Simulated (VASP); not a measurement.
The input files of a VASP run:

### INCAR
```
! general
SYSTEM  = CuCl
PREC    = Accurate
ENCUT   = 500
LREAL   = .FALSE.
LASPH   = .TRUE.   ! aspherical one-centre terms

! electronic loop
EDIFF   = 1E-6
NELM    = 100   ! most electronic steps
ALGO    = Normal   ! blocked Davidson
LMAXMIX = 4

! smearing
ISMEAR  = 0
SIGMA   = 0.05   ! width (eV)

! functional
GGA     = PS   ! PBEsol

! ions
IBRION  = 2   ! conjugate gradients
NSW     = 40
ISIF    = 3   ! ions, shape and volume
EDIFFG  = -0.02
PSTRESS = 300   ! kbar

! output
LWAVE   = .FALSE.
LCHARG  = .FALSE.
```

**KPOINTS**
```
Automatic mesh
0
gamma
 8 8 4
```

**POSCAR**
```
CuCl
1.0
  3.1819626281  -0.0000000013   0.0000000000
 -1.5909813152   2.7556933654   0.0000000000
  0.0000000000   0.0000000000   6.6547946340
Cu Cl
2 2
Cart
 -0.0000015917   1.8371298284   0.2097276457
  1.5909829046   0.9185635357   3.5371249627
 -0.0000015917   1.8371298284   2.2858203421
  1.5909829046   0.9185635357   5.6132176591
```

POTCAR, in this order: Cu Cl (PBE.64 set). Program: vasp_std.

Problem. Translate this PBEsol calculation to Quantum ESPRESSO's pw.x.

Solution. One equivalent input (not run):
```
&CONTROL
  calculation = 'vc-relax'
  pseudo_dir = './pseudo'
  outdir = './out'
  tprnfor = .true.
  tstress = .true.
  nstep = 40
  forc_conv_thr = 0.00078
/
&SYSTEM
  ibrav = 0
  nat = 4
  ntyp = 2
  ecutwfc = 92
  occupations = 'smearing'
  smearing = 'gaussian'
  degauss = 0.003675
  input_dft = 'pbesol'
/
&ELECTRONS
  conv_thr = 7.3e-08
  electron_maxstep = 100
/
&IONS
/
&CELL
  press = 300
/
ATOMIC_SPECIES
  Cu 63.546 Cu.upf
  Cl 35.450 Cl.upf
CELL_PARAMETERS angstrom
     3.1819626   -0.0000000    0.0000000
    -1.5909813    2.7556934    0.0000000
     0.0000000   -0.0000000    6.6547946
ATOMIC_POSITIONS crystal
  Cu   0.3333330  0.6666670  0.0315153
  Cu   0.6666670  0.3333330  0.5315153
  Cl   0.3333330  0.6666670  0.3434847
  Cl   0.6666670  0.3333330  0.8434847
K_POINTS automatic
  8 8 4 0 0 0
```
Limits of the translation: the potentials are each code's own (VASP's PAW set, PseudoDojo norm-conserving files in pw.x), so ENCUT and ecutwfc are chosen apart and not converted; conv_thr bounds pw.x's estimated SCF error, while EDIFF bounds the energy change between steps; forc_conv_thr acts on force components and is met together with etot_conv_thr.

The structure was generated: CuCl was put into the wurtzite type (P6_3mc), which need not be its known phase. This run relaxes it under an external pressure of 30 GPa. Symmetry was kept, so distortions that lower it aren't found.
